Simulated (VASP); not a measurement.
An input for Quantum ESPRESSO's pw.x (written as the equivalent of a VASP run, and not itself run):

```
&CONTROL
  calculation = 'vc-relax'
  pseudo_dir = './pseudo'
  outdir = './out'
  tprnfor = .true.
  tstress = .true.
  nstep = 60
  forc_conv_thr = 0.00039
/
&SYSTEM
  ibrav = 0
  nat = 2
  ntyp = 1
  ecutwfc = 82
  occupations = 'smearing'
  smearing = 'gaussian'
  degauss = 0.003675
  input_dft = 'revpbe'
/
&ELECTRONS
  conv_thr = 7.3e-08
  electron_maxstep = 100
/
&IONS
/
&CELL
/
ATOMIC_SPECIES
  C 12.011 C.upf
CELL_PARAMETERS angstrom
     0.0000000    1.7835000    1.7835000
     1.7835000    0.0000000    1.7835000
     1.7835000    1.7835000    0.0000000
ATOMIC_POSITIONS crystal
  C    0.0000000  0.0000000  0.0000000
  C    0.2500000  0.2500000  0.2500000
K_POINTS automatic
  11 11 11 0 0 0
```

Problem. Write the VASP files for the same calculation (revPBE).

Solution. This is not unique; one that fits is 
File POSCAR:
```
C
1
    0.0000000000     1.7835000000     1.7835000000
    1.7835000000     0.0000000000     1.7835000000
    1.7835000000     1.7835000000     0.0000000000
C
2
Direct
  0.0000000000   0.0000000000   0.0000000000
  0.2500000000   0.2500000000   0.2500000000
```

### INCAR
```
ALGO = Normal
EDIFF = 1E-6
EDIFFG = -0.01
ENCUT = 520
GGA = RE
IBRION = 2
ISIF = 3
ISMEAR = 0
LASPH = .TRUE.
LCHARG = .FALSE.
LREAL = .FALSE.
LWAVE = .FALSE.
NELM = 100
NSW = 60
PREC = Accurate
SIGMA = 0.05
SYSTEM = C
```

### KPOINTS
```
Regular mesh
0
G
11 11 11
```

POTCAR, in this order: C (PBE.64 set). Program: vasp_std.

The two are equivalent in intent, not identical: the potentials are each code's own (VASP's PAW set, PseudoDojo norm-conserving files in pw.x), so ENCUT and ecutwfc are chosen apart and not converted; conv_thr bounds pw.x's estimated SCF error, while EDIFF bounds the energy change between steps; forc_conv_thr acts on force components and is met together with etot_conv_thr.

The compound is C in the diamond structure. This run relaxes it. Symmetry was kept, so distortions that lower it aren't found.
